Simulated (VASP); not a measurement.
All values below come from PBE GGA, VASP's PBE PAW potentials (set 64) (plane waves; VASP 6.6.1).

A VASP calculation is set up with these files.

### INCAR
```
SYSTEM = CoSi2
PREC = Accurate; ENCUT = 520; LREAL = .FALSE.
LASPH = .TRUE.
EDIFF = 1E-6; NELM = 100; ALGO = Normal
LMAXMIX = 4
ISMEAR = 1; SIGMA = 0.1
GGA = PE
ISIF = 2
LWAVE = .FALSE.; LCHARG = .FALSE.
```

File POSCAR:
```
CoSi2
5.423890
  0.0000000000   0.4892381667   0.5000000000
  0.4835981187   0.0000000000   0.5000000000
  0.4835981187   0.4892381667   0.0000000000
Co Si
1 2
direct
  0.0000000000   0.0000000000   0.0000000000
  0.2500000000   0.2500000000   0.2500000000
  0.7399360000   0.7600640000   0.7600640000
```

### KPOINTS
```
kpoints
0
Gamma
 9 9 9
0 0 0
```

POTCAR, in this order: Co_sv Si (PBE.64 set). Program: vasp_std.

What VASP printed:

### OSZICAR
```
       N       E                     dE             d eps       ncg     rms          rms(c)
DAV:   1     0.153091222131E+03    0.15309E+03   -0.14117E+04  9992   0.252E+03
DAV:   2    -0.148995331607E+02   -0.16799E+03   -0.16582E+03  9360   0.600E+02
DAV:   3    -0.207769244758E+02   -0.58774E+01   -0.58004E+01  9088   0.835E+01
DAV:   4    -0.209429903528E+02   -0.16607E+00   -0.16588E+00  8872   0.167E+01
DAV:   5    -0.209473106609E+02   -0.43203E-02   -0.43198E-02  9592   0.249E+00    0.171E+01
DAV:   6    -0.255186561156E+02   -0.45713E+01   -0.97541E+01  9800   0.179E+02    0.299E+01
DAV:   7    -0.193427193019E+02    0.61759E+01   -0.24973E+01  9160   0.122E+02    0.427E+00
DAV:   8    -0.193658272307E+02   -0.23108E-01   -0.15133E+00  9448   0.126E+01    0.219E+00
DAV:   9    -0.193335813915E+02    0.32246E-01   -0.18660E-01  8624   0.828E+00    0.707E-01
DAV:  10    -0.193321094655E+02    0.14719E-02   -0.19764E-02 10216   0.269E+00    0.192E-01
DAV:  11    -0.193320532326E+02    0.56233E-04   -0.13197E-03  8960   0.543E-01    0.998E-02
DAV:  12    -0.193321000069E+02   -0.46774E-04   -0.99330E-05  7584   0.101E-01    0.179E-02
DAV:  13    -0.193320982985E+02    0.17084E-05   -0.87541E-06  8608   0.607E-02    0.724E-03
DAV:  14    -0.193320980529E+02    0.24565E-06   -0.26295E-06  7336   0.192E-02
   1 F= -.19332098E+02 E0= -.19331911E+02  d E =-.560547E-03
```

File OUTCAR:
```
------------------------ aborting loop because EDIFF is reached ----------------------------------------
  FORCE on cell =-STRESS in cart. coord.  units (eV):
  Direction    XX          YY          ZZ          XY          YZ          ZX
  --------------------------------------------------------------------------------------
  Total        0.9975857      0.6644537      0.2809967      0.0000000      0.5099911      0.0000000
  in kB       42.3373084     28.1992641     11.9254347      0.0000000     21.6439051      0.0000000
  external PRESSURE =      27.4873357 kB  Pullay stress =       0.0000000 kB
  volume of cell :       37.75
      direct lattice vectors                 reciprocal lattice vectors
     0.000000000  2.653574000  2.711945000    -0.190622661  0.188425120  0.184369521
     2.622983000  0.000000000  2.711945000     0.190622661 -0.188425120  0.184369521
     2.622983000  2.653574000  0.000000000     0.190622661  0.188425120 -0.184369521
 POSITION                                       TOTAL-FORCE (eV/Angst)
 -----------------------------------------------------------------------------------
      0.00000      0.00000      0.00000         0.331249      0.000000     -0.000000
      1.31149      1.32679      1.35597         0.185851     -0.000000     -0.000000
      3.98727      3.98036      4.06792        -0.517101      0.000000      0.000000
 -----------------------------------------------------------------------------------
    total drift:                               -0.000221     -0.000001      0.000001
  FREE ENERGIE OF THE ION-ELECTRON SYSTEM (eV)
  ---------------------------------------------------
  free  energy   TOTEN  =       -19.3320980529 eV

  energy  without entropy=      -19.3315375061  energy(sigma->0) =      -19.33191120
```
(Selected blocks of OUTCAR.)

The compound is CoSi2 in the fluorite structure. The cell was not relaxed at this level, atoms are displaced from their ideal sites. The run is one of a series of settings (ENCUT = 520, POTCAR Co_sv Si (PBE.64 set) against the base run), some of them coarse on purpose. The run is not spin-polarised, so no magnetic state was tried. The electron count is odd and the run is not spin-polarised, which forces a metal.
